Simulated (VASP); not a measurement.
# Mg6NbCu (Amm2) in VASP: settings compared

One crystal, Mg6NbCu, is run at these levels: vdW-DF2, PBEsol+D3, PBE+D3; tasks: core levels, density of states, band structure.

All numbers are computed with VASP 6.6.1; they aren't measurements. Logs are shortened: lines on timing, memory, paths and dates and some standing lists are left out, and cuts for length are marked.

## Step 1: Starting point

Symmetry: Amm2, No. 38, orthorhombic system. Conventional cell: a = 4.837 Å, b = 6.053 Å, c = 10.809 Å, α = 90.00°, β = 90.00°, γ = 90.00°. Around Nb (site symmetry mm2) lie 2 Cu at 2.84 Å and 10 Mg at 2.99 to 3.21 Å. Cu (site symmetry mm2) is surrounded by 2 Nb at 2.84 Å and 8 Mg at 2.89 to 3.04 Å. Around Mg (site symmetry mm2) lie 10 Mg at 3.00 to 3.14 Å and 2 Nb at 3.03 Å. Around Mg (site symmetry m) lie 8 Mg at 2.94 to 3.14 Å and 2 Nb at 2.99 to 3.21 Å and 2 Cu at 3.04 Å. Mg (site symmetry mm2) is surrounded by 10 Mg at 3.00 to 3.12 Å and 2 Cu at 3.03 Å. Mg (site symmetry m) has 2 Cu at 2.89 to 3.30 Å and 8 Mg at 2.92 to 3.13 Å and 2 Nb at 3.00 Å as nearest neighbours.

The cell comes from a database or a generator and needn't be the stable form of this composition.

## Step 2: Core levels, vdW-DF2 (volume scaled by 0.96)

INCAR reads:

```
SYSTEM = Mg6NbCu
PREC = Single ; ENCUT = 500
EDIFF = 1E-6 ; ISMEAR = 0
SIGMA = 0.05 ; LREAL = .FALSE.
LASPH = .TRUE. ; NELM = 80
ALGO = Normal ; ISIF = 2
LWAVE = .FALSE. ; LCHARG = .FALSE.
GGA = ML ; LUSE_VDW = .TRUE.
AGGAC = 0.0 ; ZAB_VDW = -1.8867
ICORELEVEL = 1
```

KPOINTS reads:

```
Automatic mesh
0
Monkhorst
  5 4 4
  0 0 0
```

POSCAR reads:

```
Mg6NbCu
1.0
    4.7712384464      0.0000000000      0.0000000000
    0.0000000000      2.9853714186      5.3312160667
    0.0000000000     -2.9853714186      5.3312160667
Nb Cu Mg
1 1 6
Direct
    0.5000000000      0.6779590000      0.6779590000
    0.0000000000      0.8163000000      0.8163000000
    0.5000000000      0.1668690000      0.1668690000
    0.5000000000      0.1611890000      0.6760310000
    0.5000000000      0.6760310000      0.1611890000
    0.0000000000      0.3306190000      0.3306190000
    0.0000000000      0.3442510000      0.8267810000
    0.0000000000      0.8267810000      0.3442510000
```

Potentials or basis: VASP PAW PBE potentials, release 64 (Nb_pv, Cu, Mg).

On the command line:

```bash
$ cat potpaw_PBE.64/Nb_pv/POTCAR potpaw_PBE.64/Cu/POTCAR potpaw_PBE.64/Mg/POTCAR > POTCAR
$ mpirun -np 1 vasp_std > vasp.out
```

OUTCAR:

```text
SYSTEM = Mg6NbCu
   PREC = Single
   ENCUT = 500
   EDIFF = 1E-6
   ISMEAR = 0
   LREAL = .FALSE.
   LASPH = .TRUE.
   NELM = 80
   ISIF = 2
   GGA = ML

 ion  position               nearest neighbor table
   1  0.500  0.678  0.678-   2 2.80   2 2.80   5 2.95   4 2.95   8 2.96   7 2.96   7 2.96   8 2.96
                             3 2.99   3 2.99   4 3.16   5 3.16
   2  0.000  0.816  0.816-   1 2.80   1 2.80   8 2.85   7 2.85   6 2.99   6 2.99   5 3.00   4 3.00
                             4 3.00   5 3.00
   3  0.500  0.167  0.167-   6 2.96   6 2.96   8 2.97   7 2.97   7 2.97   8 2.97   1 2.99   1 2.99
                             4 3.02   5 3.02   5 3.09   4 3.09
   4  0.500  0.161  0.676-   5 2.90   1 2.95   7 2.98   7 2.98   6 2.99   6 2.99   2 3.00   2 3.00
                             3 3.02   5 3.07   3 3.09   1 3.16
   5  0.500  0.676  0.161-   4 2.90   1 2.95   8 2.98   8 2.98   6 2.99   6 2.99   2 3.00   2 3.00
                             3 3.02   4 3.07   3 3.09   1 3.16
   6  0.000  0.331  0.331-   3 2.96   3 2.96   5 2.99   4 2.99   4 2.99   5 2.99   2 2.99   2 2.99
                             8 3.04   7 3.04   8 3.08   7 3.08
   7  0.000  0.344  0.827-   2 2.85   8 2.88   1 2.96   1 2.96   3 2.97   3 2.97   4 2.98   4 2.98
                             6 3.04   6 3.08   8 3.09
   8  0.000  0.827  0.344-   2 2.85   7 2.88   1 2.96   1 2.96   3 2.97   3 2.97   5 2.98   5 2.98
                             6 3.04   6 3.08   7 3.09

  LATTYP: Found a base centered orthorhombic cell.
 ALAT       =     5.9707428372
 B/A-ratio  =     1.7857798308
 C/A-ratio  =     0.7991029888

  Lattice vectors:

 A1 = (   0.0000000000,   2.9853714186,  -5.3312160667)
 A2 = (   0.0000000000,   2.9853714186,   5.3312160667)
 A3 = (   4.7712384464,   0.0000000000,   0.0000000000)

Analysis of symmetry for initial positions (statically):
=====================================================================
 Subroutine PRICEL returns:
 Original cell was already a primitive cell.

 Routine SETGRP: Setting up the symmetry group for a
 base centered orthorhombic supercell.

 Subroutine GETGRP returns: Found  4 space group operations
 (whereof  4 operations were pure point group operations)
 out of a pool of  8 trial point group operations.

The static configuration has the point symmetry C_2v.

Analysis of symmetry for dynamics (positions and initial velocities):
=====================================================================
 Subroutine PRICEL returns:
 Original cell was already a primitive cell.

 Routine SETGRP: Setting up the symmetry group for a
 base centered orthorhombic supercell.

 Subroutine GETGRP returns: Found  4 space group operations
 (whereof  4 operations were pure point group operations)
 out of a pool of  8 trial point group operations.

The dynamic configuration has the point symmetry C_2v.

 Subroutine INISYM returns: Found  4 space group operations
 (whereof  4 operations are pure point group operations),
 and found     1 'primitive' translations

----------------------------------------------------------------------------------------

                                     Primitive cell

  volume of cell :     151.8748

  direct lattice vectors                    reciprocal lattice vectors
     4.771238446  0.000000000  0.000000000     0.209589190  0.000000000  0.000000000
     0.000000000  2.985371419  5.331216067     0.000000000  0.167483348  0.093787232
     0.000000000 -2.985371419  5.331216067     0.000000000 -0.167483348  0.093787232

  length of vectors
     4.771238446  6.110180624  6.110180624     0.209589190  0.191954986  0.191954986

  position of ions in fractional coordinates (direct lattice)
     0.500000000  0.677959000  0.677959000
     0.000000000  0.816300000  0.816300000
     0.500000000  0.166869000  0.166869000
     0.500000000  0.161189000  0.676031000
     0.500000000  0.676031000  0.161189000
     0.000000000  0.330619000  0.330619000
     0.000000000  0.344251000  0.826781000
     0.000000000  0.826781000  0.344251000

  ion indices of the primitive-cell ions
   primitive index   ion index
                 1           1
                 2           2
                 3           3
                 4           4
                 5           5
                 6           6
                 7           7
                 8           8

----------------------------------------------------------------------------------------

 KPOINTS: Automatic mesh

Automatic generation of k-mesh.
 Grid dimensions read from file:
 generate k-points for:    5    4    4

 Generating k-lattice:

  Cartesian coordinates                     Fractional coordinates (reciprocal lattice)
     0.041917838  0.000000000  0.000000000     0.200000000  0.000000000  0.000000000
     0.000000000  0.041870837  0.023446808     0.000000000  0.250000000 -0.000000000
     0.000000000 -0.041870837  0.023446808     0.000000000 -0.000000000  0.250000000

[... 78 lines left out ...]
 NGX is ok and might be reduce to    36
   NGX = 17   NGY = 23   NGZ = 23

 number of electron      34.0000157 magnetization

 Free energy of the ion-electron system (eV)
  ---------------------------------------------------
  ext. energy  EPLUGINS =         0.00000000
  ---------------------------------------------------
  free energy    TOTEN  =        -3.98257208 eV

  energy without entropy =       -3.97561672  energy(sigma->0) =       -3.97909440

 the core state eigenenergies are
   1-  1s -18798.1133  2s  -2623.2908  2p  -2341.4021  3s   -431.6956  3p   -339.5801
       3d   -189.1024  4s    -50.9228
   2-  1s  -8845.0300  2s  -1057.2904  2p   -911.7615  3s   -108.6946  3p    -66.0569

   3-  1s  -1250.2508  2s    -71.0424  2p    -37.7831
   4-  1s  -1250.5710  2s    -71.2420  2p    -37.9864
   5-  1s  -1250.5710  2s    -71.2420  2p    -37.9864
   6-  1s  -1251.5211  2s    -72.0407  2p    -38.7901
   7-  1s  -1250.6592  2s    -71.3526  2p    -38.0969
   8-  1s  -1250.6592  2s    -71.3526  2p    -38.0969

 E-fermi :   3.5973     XC(G=0):  -9.6184

 val. band max:        3.5903247222   @ k =   0.2000   0.1250   0.1250
 cond. band min:       3.6105446990   @ k =   0.2000  -0.3750   0.3750
 fundamental gap:      0.0202199768
 Fermi energy:         3.5972565061

 k-point     1 :       0.0000    0.1250    0.1250
  band No.  band energies     occupation
      1     -27.4083      2.00000
      2     -27.2670      2.00000
      3     -27.2599      2.00000
      4      -3.5885      2.00000
      5      -0.0409      2.00000
      6       0.2487      2.00000
[... 14 lines left out ...]
     21       5.1616      0.00000
     22       5.7451      0.00000

 k-point     2 :       0.2000    0.1250    0.1250
  band No.  band energies     occupation
      1     -27.4098      2.00000
      2     -27.2668      2.00000
      3     -27.2597      2.00000
      4      -3.3126      2.00000
      5       0.0110      2.00000
      6       0.2304      2.00000
[... 14 lines left out ...]
     21       4.8480      0.00000
     22       5.8183      0.00000

 k-point     3 :       0.4000    0.1250    0.1250
  band No.  band energies     occupation
      1     -27.4121      2.00000
      2     -27.2664      2.00000
      3     -27.2595      2.00000
      4      -2.5117      2.00000
      5      -1.2153      2.00000
      6       0.3735      2.00000
[... 14 lines left out ...]
     21       4.4907      0.00000
     22       4.6274      0.00000
[... 151 lines left out ...]
 k-point    10 :       0.0000   -0.1250    0.1250
  band No.  band energies     occupation
      1     -27.4083      2.00000
      2     -27.2670      2.00000
      3     -27.2601      2.00000
      4      -3.3995      2.00000
      5      -0.2516      2.00000
      6      -0.1710      2.00000
[... 14 lines left out ...]
     21       5.2076      0.00000
     22       6.0590      0.00000

 k-point    11 :       0.2000   -0.1250    0.1250
  band No.  band energies     occupation
      1     -27.4098      2.00000
      2     -27.2668      2.00000
      3     -27.2600      2.00000
      4      -3.1256      2.00000
      5      -0.0848      2.00000
      6      -0.0109      2.00000
[... 14 lines left out ...]
     21       5.2116      0.00000
     22       6.1583      0.00000

 k-point    12 :       0.4000   -0.1250    0.1250
  band No.  band energies     occupation
      1     -27.4121      2.00000
      2     -27.2664      2.00000
      3     -27.2598      2.00000
      4      -2.3330      2.00000

------------------------ aborting loop because EDIFF is reached ----------------------------------------

  FORCE on cell =-STRESS in cart. coord.  units (eV):
  Direction    XX          YY          ZZ          XY          YZ          ZX
  --------------------------------------------------------------------------------------
  -------------------------------------------------------------------------------------
  Total        3.8996569      3.7317808      3.6856797      0.0000000      0.0000000      0.0000000
  in kB       41.1387611     39.3677808     38.8814458      0.0000000      0.0000000      0.0000000
  external PRESSURE =      39.7959959 kB  Pullay stress =       0.0000000 kB

 VOLUME and BASIS-vectors are now :
 -----------------------------------------------------------------------------
  energy-cutoff  :      500.00
  volume of cell :      151.87
      direct lattice vectors                 reciprocal lattice vectors
     4.771238446  0.000000000  0.000000000     0.209589190  0.000000000  0.000000000
     0.000000000  2.985371419  5.331216067     0.000000000  0.167483348  0.093787232
     0.000000000 -2.985371419  5.331216067     0.000000000 -0.167483348  0.093787232

 POSITION                                       TOTAL-FORCE (eV/Angst)
 -----------------------------------------------------------------------------------
      2.38562      0.00000      7.22869         0.000000      0.000000     -0.084152
      0.00000      0.00000      8.70374         0.000000      0.000000      0.144869
      2.38562      0.00000      1.77923         0.000000      0.000000      0.036647
      2.38562     -1.53699      4.46340         0.000000      0.083325      0.107384
      2.38562      1.53699      4.46340         0.000000     -0.083325      0.107384
      0.00000      0.00000      3.52520         0.000000      0.000000     -0.025998
      0.00000     -1.44053      6.24302         0.000000     -0.065464     -0.143068
      0.00000      1.44053      6.24302         0.000000      0.065464     -0.143068
 -----------------------------------------------------------------------------------
    total drift:                                0.000000     -0.000009     -0.001121

  FREE ENERGIE OF THE ION-ELECTRON SYSTEM (eV)
  ---------------------------------------------------
  free  energy   TOTEN  =        -3.9825720844 eV

  energy  without entropy=       -3.9756167190  energy(sigma->0) =       -3.97909440

Total vdW correction in eV:      8.1974837
```

Wall time 1.9 min (1 thread of Intel Xeon Platinum 8488C (Sapphire Rapids), shared host); peak memory 0.3 GiB.

These settings aren't checked as converged (typed here: shifted = yes; k = 5 × 4 × 4; PREC = Single): the numbers below hold their error.

Results:

```
Free energy   : -3.9826 eV
Pressure      : 4.0 GPa
Largest force : 0.157 eV/Å
```

Caveat: the PAW data sets were made with another functional, which shifts forces and pressure a little.

## Step 3: Density of states, PBEsol+D3

run.py reads:

```python
from ase.calculators.vasp import Vasp
from ase.dft.dos import DOS
from ase.io import read

atoms = read('POSCAR')
calc = Vasp(
    directory='calc',
    xc='pbesol',
    pp='PBE',
    setups='recommended',
    prec='Accurate',
    encut=520,
    ediff=1e-07,
    ismear=1,
    sigma=0.1,
    lreal=False,
    lasph=True,
    nelm=80,
    algo='Normal',
    isif=2,
    lwave=False,
    lcharg=False,
    lmaxmix=4,
    ivdw=11,
    lorbit=11,
    kpts=[6, 5, 5],
    gamma=True,
    nbands=28,
    nelect=36.02,
)
atoms.calc = calc

print('energy (eV):', atoms.get_potential_energy())
print('free energy (eV):', atoms.get_potential_energy(force_consistent=True))
print('forces (eV/A):')
print(atoms.get_forces())
print('stress (eV/A^3, Voigt):', atoms.get_stress())
print('Fermi level (eV):', calc.get_fermi_level())
dos = DOS(calc, width=0.1, window=(-10, 10), npts=201)
print('E - E_F (eV), DOS (1/eV)')
for e, g in zip(dos.get_energies(), dos.get_dos()):
    print(f'{e:8.3f} {g:10.4f}')
```

Edit POSCAR of step 2 so:

```diff
@@ -2,5 +2,5 @@
 1.0
-    4.7712384464      0.0000000000      0.0000000000
-    0.0000000000      2.9853714186      5.3312160667
-    0.0000000000     -2.9853714186      5.3312160667
+    4.8366060000      0.0000000000      0.0000000000
+    0.0000000000      3.0262720000      5.4042555000
+    0.0000000000     -3.0262720000      5.4042555000
 Nb Cu Mg
```

Potentials or basis: VASP PAW PBE potentials, release 64 (Nb_sv, Cu, Mg).

On the command line:

```bash
$ python run.py
```

It took 3.5 min on 1 thread of Intel Xeon Platinum 8488C (Sapphire Rapids), shared host; peak memory 0.37 GiB.

The run converged, but some of its settings lie outside the range that counts as converged (typed here: NELECT = 36.020000), so its numbers aren't taken as properties of the crystal.

What came out:

| Quantity | Value |
| --- | --- |
| Free energy | -26.0171 eV |
| Largest force | 0.263 eV/Å |
| Band gap on the k mesh | none (metal or under the smearing width) |
| Valence electrons inside the program's atomic spheres | Nb 10.56; Cu 9.86; Mg 0.40, 0.38, 0.35, 0.39 |
| Dispersion energy per atom | -0.262 eV |

Caveat: the cell is charged against a uniform background, so pressure and absolute levels hang on convention; the PAW data sets were made with another functional, which shifts forces and pressure a little; pairwise dispersion overbinds metals, which lowers pressure and volume.

## Step 4: Band structure, PBE+D3 (cell strained at random at fixed volume)

Edit POSCAR of step 3 so:

```diff
@@ -1,6 +1,6 @@
 Mg6NbCu
-1.0
-    4.8366060000      0.0000000000      0.0000000000
-    0.0000000000      3.0262720000      5.4042555000
-    0.0000000000     -3.0262720000      5.4042555000
+4.7786
+    0.999880718202      0.013455614615      0.008118068053
+    0.017490059850      0.629365295275      1.140426275478
+    0.000651655297     -0.639314025028      1.145997153978
 Nb Cu Mg
```

INCAR.step1 reads:

```
SYSTEM = Mg6NbCu
PREC = Accurate ; ENCUT = 520
EDIFF = 1E-7 ; ISMEAR = -1
SIGMA = 0.02 ; LREAL = .False.
LASPH = .True. ; NELM = 60
ALGO = Normal ; ISIF = 2
LWAVE = .False. ; LCHARG = .True.
LMAXMIX = 4 ; GGA = PE
IVDW = 11 ; NBANDS = 28
```

KPOINTS.step1 reads:

```
regular mesh
0
Gamma
  6 5 5
  0 0 0
```

INCAR.step2 reads:

```
SYSTEM = Mg6NbCu
PREC = Accurate ; ENCUT = 520
EDIFF = 1E-7 ; ISMEAR = 0
SIGMA = 0.05 ; LREAL = .False.
LASPH = .True. ; NELM = 60
ALGO = Normal ; ISIF = 2
LWAVE = .False. ; LCHARG = .False.
LMAXMIX = 4 ; GGA = PE
IVDW = 11 ; NBANDS = 28
ICHARG = 11
```

KPOINTS.step2 reads:

```
path XGY,LGZ,NGM,RG
20
line-mode
reciprocal
 0.0000000000  0.0000000000  0.5000000000  X
 0.0000000000  0.0000000000  0.0000000000  G

 0.0000000000  0.0000000000  0.0000000000  G
-0.5000000000  0.0000000000  0.0000000000  Y

-0.5000000000  0.0000000000  0.5000000000  L
 0.0000000000  0.0000000000  0.0000000000  G

 0.0000000000  0.0000000000  0.0000000000  G
 0.0000000000 -0.5000000000 -0.5000000000  Z

 0.0000000000 -0.5000000000  0.0000000000  N
 0.0000000000  0.0000000000  0.0000000000  G

 0.0000000000  0.0000000000  0.0000000000  G
-0.5000000000 -0.5000000000 -0.5000000000  M

-0.5000000000 -0.5000000000  0.0000000000  R
 0.0000000000  0.0000000000  0.0000000000  G
```

On the command line:

```bash
$ cat potpaw_PBE.64/Nb_sv/POTCAR potpaw_PBE.64/Cu/POTCAR potpaw_PBE.64/Mg/POTCAR > POTCAR
$ cp INCAR.step1 INCAR
$ cp KPOINTS.step1 KPOINTS
$ mpirun -np 1 vasp_std > vasp.out
$ cp INCAR.step2 INCAR
$ cp KPOINTS.step2 KPOINTS
$ mpirun -np 1 vasp_std > vasp.out
```

Wall time 15 min (1 thread of Intel Xeon Platinum 8488C (Sapphire Rapids), shared host); peak memory 0.73 GiB.

Results (log left out):

```yaml
Band_gap_along_the_path: none (metal or under the smearing width)
Dispersion_energy_per_atom: -0.322 eV
```

Levels at the corners of the path, in eV from the Fermi level:
```
point  band 15  band 16  band 17  band 18  band 19  band 20  band 21  band 22
    X    -0.81    -0.58    -0.31     0.63     0.73     0.95     1.90     2.05
    Γ    -1.49    -1.27    -0.83    -0.20    -0.08     0.00     1.20     1.45
    Γ    -1.49    -1.27    -0.83    -0.20    -0.08     0.00     1.20     1.45
    Y    -1.07    -1.03    -0.88    -0.41    -0.17     0.00     0.26     0.44
    L    -1.58    -1.52    -1.14    -0.34     0.57     0.61     1.01     1.39
    Γ    -1.49    -1.27    -0.83    -0.20    -0.08     0.00     1.20     1.45
    Γ    -1.49    -1.27    -0.83    -0.20    -0.08     0.00     1.20     1.45
    Z    -0.91    -0.68    -0.07     0.42     0.63     0.87     1.46     2.19
    N    -0.79    -0.57    -0.32     0.60     0.73     1.01     1.92     2.06
    Γ    -1.49    -1.27    -0.83    -0.20    -0.08     0.00     1.20     1.45
    Γ    -1.49    -1.27    -0.83    -0.20    -0.08     0.00     1.20     1.45
    M    -1.65    -1.35    -0.87    -0.02     0.59     0.64     1.30     1.37
    R    -1.61    -1.54    -1.25    -0.34     0.55     0.64     1.03     1.40
    Γ    -1.49    -1.27    -0.83    -0.20    -0.08     0.00     1.20     1.45
```

Caveat: the log is that of the step along the path at fixed density, whose energy, stress, charges and moments have no meaning; pairwise dispersion overbinds metals, which lowers pressure and volume.
